The row at 22.240 Å³/atom looks the most normal, yet its electronic structure is badly wrong. Its pressure is practically zero, so this is the volume that the local density approximation (LDA) itself chooses for germanium. Yet the orbital energies of the same calculation leave a gap of only 0.02 eV between valence and conduction levels, no wider than the smearing, so the lowest conduction level is already partly filled in this run. Real germanium is a semiconductor with a gap of roughly 0.7 eV, a recalled value. The calculation has found a sensible crystal and given it nearly the electronic structure of a metal.

Germanium in the diamond structure (two-atom cell) at fixed volumes, computed with VASP 6.6.1 in the LDA without spin polarisation or spin–orbit coupling. The runs use the recommended PAW potential with 3d electrons in the valence (Ge_d), a plane-wave cutoff of 520 eV, a 10 × 10 × 10 k mesh and Gaussian smearing of 0.02 eV. Pressure is positive in compression.

| volume (Å³/atom) | shortest distance (Å) | pressure (GPa) |
| --- | --- | --- |
| 20.239 | 2.360 | 8.530 |
| 20.906 | 2.386 | 5.180 |
| 21.573 | 2.411 | 2.350 |
| 22.240 | 2.435 | -0.010 |
| 22.907 | 2.460 | -1.980 |
| 23.575 | 2.483 | -3.630 |
| 24.242 | 2.506 | -5.050 |

The table lists volume per atom, shortest distance between atoms, and pressure, positive in compression. The gaps and level separations quoted here come from the same runs and stand in the output printed after this text.

**The compressed cells, 20.239 to 21.573 Å³/atom**

In the three smallest cells LDA still gives a semiconductor, and it is tempting to blame the poor gap on a slightly wrong volume. Two gaps must be told apart to test this. The direct gap separates filled and empty states of the same wave vector; the smallest gap may join different wave vectors. In real germanium the direct gap is roughly 0.8 to 0.9 eV, and the smallest gap is indirect.

The smallest cell has a direct gap of 0.92 eV, which looks right, but it takes 8.5 GPa to get there. Its smallest gap is then still only 0.32 eV. That is about the largest value in the whole series and less than half the measured one. No volume in the table brings both gaps near their measured values, so the fault lies in the energy levels and not merely in the lattice.

The volume does control how the levels move. At Γ, the wave vector zero, the valence top consists of three p-like bonding levels of equal energy, while the s-like level above them is antibonding. In an isolated atom the s level lies below the p level. The crystal reverses this order because the coupling between neighbours pushes the antibonding s level up and the bonding p levels down. The direct gap is what remains of this coupling after the atomic s–p separation has been paid for.

Longer bonds weaken the coupling, while the atomic separation hardly changes. The direct gap therefore shrinks on expansion, by about 0.09 eV for each per cent of volume, and can even change sign. The conduction level at L, on the boundary of the Brillouin zone, mixes s and p character and is less purely antibonding. It approaches the valence top only about a third as fast. The same reasoning applies to related diamond-structure semiconductors: the more purely s-like and antibonding an empty level is, the faster stretching lowers it.

A short estimate tests how regular the motion at L is. The level lies 0.32 eV above the valence top at 20.906 Å³/atom and 0.05 eV below it at 23.575. The logarithm of the volume grows by 0.12 between these two cells, so the separation changes by −0.377/0.120 (from the unrounded levels), or about −3.1 eV per unit of ln V.

From 20.906 to 21.573 Å³/atom, ln V grows by 0.031, and the separation should fall by 0.10 eV to 0.22 eV. The calculation gives 0.22 eV for this cell, which was not used to draw the line. For the smallest cell the same line predicts 0.42 eV, but the gap found is only 0.32 eV. There another conduction state has probably dropped below the one at L, perhaps near X, as is known for compressed germanium; the levels that would settle it are not listed for this cell.

**The cell at zero pressure, 22.240 Å³/atom**

Here the two motions meet the error of the method. The straight line puts the level at L about 0.13 eV above the valence top, but the s-like level at Γ has already fallen to 0.02 eV. LDA without spin–orbit coupling thus makes unstrained germanium a direct-gap material, which it is not. Anyone who asks how far germanium must be stretched before the Γ level falls below the one at L would get the wrong answer that no stretching is needed.

Correcting the volume would make matters worse. The measured volume is roughly 2 % larger than the LDA one, and expansion closes the gap. Spin–orbit coupling, which is absent here, would raise the valence top by roughly 0.1 eV and close it too. The slightly short bonds of LDA therefore hide part of its error in the levels.

Theory gives the main reason for that error. A true gap is the energy to remove an electron minus the energy gained when one is added. When an electron is added across the gap, the exact exchange–correlation potential jumps by a constant; this jump is part of the true gap, but the difference between orbital energies leaves it out. The LDA potential varies smoothly with the density and has no such jump at all, so the LDA gap is usually too small in semiconductors. In germanium, where the gap is a small remainder of large terms, such an error can remove it altogether.

The 3d electrons probably add to it. In LDA an electron partly repels itself, which lifts compact shells too high. The uppermost 3d level lies about 25 eV below the valence top at 20.906 Å³/atom, whereas experiment puts the shell at roughly 29 eV. A shell that is too shallow mixes more strongly with the p-like valence top and pushes it upwards. The data do not separate this share cleanly from that of the missing jump, but it is expected to be small. All 3d levels at Γ lie within about 0.3 eV of one another, so the push can hardly be much larger than that, and moving the shell from 25 to 29 eV would change it by only about a seventh.

**The stretched cells, 22.907 to 24.242 Å³/atom**

In the three largest cells the gap is zero. At 23.575 Å³/atom the levels show what has happened: the s-like level at Γ now lies 0.50 eV below the p-like triplet. It takes up two electrons that formerly belonged to the triplet. Only four are then left for the six places of the triplet, and a partly filled set of equal levels has no gap. In this cell the level at L has also slipped 0.05 eV below the triplet, which makes the cell a semimetal. The Fermi energy coincides with the level at L because, on this coarse mesh, all the electrons left in the triplet at Γ have moved there. A denser mesh would be expected to show only small pockets of electrons near L and of holes near Γ, with the Fermi energy between the two levels.

The pressure shows no visible sign of this change. It keeps falling, and the stiffness between neighbouring cells declines without a visible kink, from 78 to 67 to 57 GPa across the region where the gap closes. Pressure follows from the total energy of all occupied states, and the reversal concerns very few of them. In the cell at 23.575 Å³/atom, one mesh step from Γ towards L, filled and empty bands are again almost 1 eV apart.

A smooth pressure curve is therefore no evidence that the gap is right. The practical rule is to look at the levels at the method's own zero-pressure volume, and then to ask whether any volume gives both the direct and the smallest gap correctly. If none does, adjusting the lattice will not cure the fault, and the gap needs a method that treats the addition and removal of an electron better.

Output of the analysis:

```
Pressure, stiffness between neighbouring rows and smallest gap:
     row  pressure_GPa  stiffness_GPa  gap_eV
  20.239          8.53            n/a  0.3156
  20.906          5.18          103.3  0.3222
  21.573          2.35          90.11  0.2179
   22.24         -0.01           77.5  0.0188
  22.907         -1.98          66.67       0
  23.575         -3.63           57.4       0
  24.242         -5.05           50.9       0
Bulk modulus around 22.24 from the two neighbouring rows, GPa: 72.17
Largest gap at any volume, eV: 0.3222
Largest gap as a share of the roughly 0.7 eV measured, percent: 46.03
Direct gap at 20.239, eV: 0.9169
Direct gap at 20.906, eV: 0.6013
Direct gap at 21.573, eV: 0.3022
Direct gap at 22.240, eV: 0.0188
s-like level less p-like triplet at Gamma at 20.906, eV: 0.6013
s-like level less p-like triplet at Gamma at 23.575, eV: -0.5049
Conduction level at L less triplet at Gamma at 20.906, eV: 0.3222
Conduction level at L less triplet at Gamma at 23.575, eV: -0.0548
Change of the Gamma separation per 1 percent of volume, eV: -0.09207
Change of the L separation per 1 percent of volume, eV: -0.03138
L gap expected from the line at 20.239, eV: 0.4239
L gap expected from the line at 21.573, eV: 0.2237
L gap expected from the line at 22.240, eV: 0.1281
Gap between filled and empty bands one mesh point from Gamma at 23.575, eV: 0.953
Depth of the uppermost 3d level below the valence top at 20.906, eV: 24.75
Mean pressure from 21.573 to 22.907 by stress, GPa: 0.055
Mean pressure from 21.573 to 22.907 by energy, GPa: 0.1129
Stress pressure less energy pressure, GPa: -0.0579
```
